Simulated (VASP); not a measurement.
These are PBE GGA, VASP's PBE PAW potentials (set 64) (plane waves; VASP) values and carry that method's errors.

The input files of a VASP run:

POSCAR:
```
Te2Mo
14.9319470
  0.2434259913   0.0000000000   0.0000000000
 -0.1217129956   0.2108130306   0.0000000000
  0.0000000000   0.0000000000   1.0000000000
Te Mo
4 2
Direct
  0.3333330000   0.6666670000   0.6278200000
  0.6666670000   0.3333330000   0.3721800000
  0.6666670000   0.3333330000   0.1278200000
  0.3333330000   0.6666670000   0.8721800000
  0.3333330000   0.6666670000   0.2500000000
  0.6666670000   0.3333330000   0.7500000000
```

File KPOINTS:
```
Regular mesh
0
G
 1 1 1
0.5 0.5 0.5
```

INCAR:
```
SYSTEM = Te2Mo
PREC = Accurate; ENCUT = 180; LREAL = F
LASPH = T
EDIFF = 1E-6; NELM = 100; ALGO = Normal
LMAXMIX = 4
ISMEAR = 0; SIGMA = 0.01
GGA = PE
ISIF = 2
LWAVE = F; LCHARG = F
```

POTCAR, in this order: Te Mo_sv (PBE.64 set). Program: vasp_std.

At this cut-off the stress carries a Pulay error, which pulls relaxed volumes low.

Q: What does the run give for the energy per atom (σ→0), pressure?

A: 
energy per atom (σ→0): -6.045 eV/atom
pressure: -330.4 kbar

File OSZICAR:
```
...
DAV:  11    -0.362738990165E+02   -0.35926E-03   -0.11044E-01    84   0.983E-01    0.451E-01
DAV:  12    -0.362717226748E+02    0.21763E-02   -0.87769E-03    70   0.270E-01    0.270E-01
DAV:  13    -0.362713932312E+02    0.32944E-03   -0.41902E-03    92   0.184E-01    0.794E-02
DAV:  14    -0.362713298351E+02    0.63396E-04   -0.36574E-04    69   0.502E-02    0.512E-02
DAV:  15    -0.362713395268E+02   -0.96917E-05   -0.48901E-05    68   0.260E-02    0.155E-02
DAV:  16    -0.362713371224E+02    0.24044E-05   -0.33388E-06    61   0.533E-03    0.769E-03
DAV:  17    -0.362713367949E+02    0.32747E-06   -0.25406E-07    52   0.212E-03
   1 F= -.36271337E+02 E0= -.36271337E+02  d E =-.884847-150
```

The structure comes from a computed database's Te2Mo entry; how it stands against other phases isn't given here. The cell was not relaxed at this level. The k-mesh is coarse (spacing up to 2.00 per Å, 2π included), so the numbers may not be converged in it. The run is one of a series of settings (ENCUT = 180, KPOINTS 1×1×1 Γ-centred mesh shifted by (0.5, 0.5, 0.5) against the base run), some of them coarse on purpose.
